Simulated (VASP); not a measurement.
An input for Ansatz (written as the equivalent of a VASP run, and not itself run):

Ansatz 0.2 input:
```yaml
crystal:
  lattice:
    - [0.0000000, 2.8870714, 2.8870714]
    - [2.8870714, 0.0000000, 2.8870714]
    - [2.8870714, 2.8870714, 0.0000000]
  atoms:
    - { symbol: Cd, position: [0.0000000, 0.0000000, 0.0000000] }
    - { symbol: Se, position: [0.2500000, 0.2500000, 0.2500000] }
kpoints:
  mp_grid: { grid: [8, 8, 8] }
hamiltonian:
  xc: lda
  pseudopotentials: { kind: paw }
scf:
  occupations: { method: gaussian, width: 0.05 }
  max_iter: 100
relax:
  max_steps: 40
  f_tol: 0.02
  cell: { p_target: 20 }
output: { forces: true, stress: true, eigenvalues: true }
```

Translate this input to VASP (INCAR, KPOINTS, POSCAR, choice of POTCAR).

Several could match; the one computed here: 
File POSCAR:
```
CdSe
1.0
  0.0000000000   2.8870713620   2.8870713620
  2.8870713620   0.0000000000   2.8870713620
  2.8870713620   2.8870713620   0.0000000000
Cd Se
1 1
direct
  0.0000000000   0.0000000000   0.0000000000
  0.2500000000   0.2500000000   0.2500000000
```

### KPOINTS
```
Regular mesh
0
Gamma
8 8 8
```

INCAR:
```
SIGMA = 0.05   # width (eV)
SYSTEM = CdSe
EDIFF = 1E-6   # SCF stop (eV)
ISIF = 3   # ions, shape and volume
NELM = 100
LMAXMIX = 4   # l cut-off of mixed one-centre charges
LCHARG = .FALSE.
ISMEAR = 0
PSTRESS = 200   # kbar
LREAL = .FALSE.   # projection in real space or not
PREC = Accurate
LWAVE = .FALSE.
IBRION = 2   # conjugate gradients
ALGO = Normal   # blocked Davidson
ENCUT = 500   # plane-wave cut-off (eV)
LASPH = .TRUE.   # aspherical one-centre terms
NSW = 40   # most ionic steps
EDIFFG = -0.02
```

POTCAR, in this order: Cd Se (LDA.64 set). Program: vasp_std.

Limits of the translation: each code has its own PAW files, so the cut-off isn't converted (ENCUT is set for VASP's; basis.ecutwfc is left out, and Ansatz then takes the one that its files recommend); Ansatz stops its SCF on the density residual and VASP on the energy change (EDIFF); Ansatz's lda is the Perdew-Wang form, while the LDA potentials of VASP carry Perdew-Zunger's.

The compound is CdSe in the zinc blende structure, whereas wurtzite is the usual form. This run relaxes it under an external pressure of 20 GPa. Symmetry was kept, so distortions that lower it aren't found.
